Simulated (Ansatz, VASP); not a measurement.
**Rb2Tl6Sn: VASP beside Ansatz**

```
Tl Sn Rb
1.0
     0.00000    5.22544    5.22544
     5.22544    0.00000    5.22544
     5.22544    5.22544    0.00000
Tl Sn Rb
6 1 2
Direct
  0.74535 0.25465 0.25465
  0.25465 0.74535 0.25465
  0.25465 0.74535 0.74535
  0.74535 0.25465 0.74535
  0.25465 0.25465 0.74535
  0.74535 0.74535 0.25465
  0.50000 0.50000 0.50000
  0.25000 0.25000 0.25000
  0.75000 0.75000 0.75000
```

The cell was built by a generator and needn't be a form met in nature.

Alike in both runs: task single point; functional PBE; k mesh 3 × 3 × 3; occupations tetrahedron; no spin polarisation.

|  | VASP | Ansatz |
| --- | --- | --- |
| version | VASP 6.6.1 | Ansatz 0.2.0 |
| potentials or method | VASP PAW PBE potentials, release 64 (Tl_d, Sn_d, Rb_sv) | PAW plane waves |
| plane-wave cutoff (eV) | 520 | 420 |
| valence electrons in the cell | 110 | 110 |

|  | VASP | Ansatz | Ansatz less VASP |
| --- | --- | --- | --- |
| gap on the k mesh at the Fermi level (eV) | none | none | - |
| pressure (GPa) | 11.9 | 11.8 | -0.07 |
| rms of the force components (eV/Å) | 1.840 | 1.817 | -0.0231 |

Atom by atom the forces differ by 0.023 eV/Å (rms over components). A gap of «none» marks a metal or a gap that the smearing closes. Ansatz warned: «band_table_not_solved_further».

Caveats: forces of over 1 eV/Å show positions far from the minimum, so gaps and moduli don't describe the material at rest; tetrahedron occupations give inexact forces and stress in metals. Spin-orbit coupling is left out, which matters for the levels of Tl.
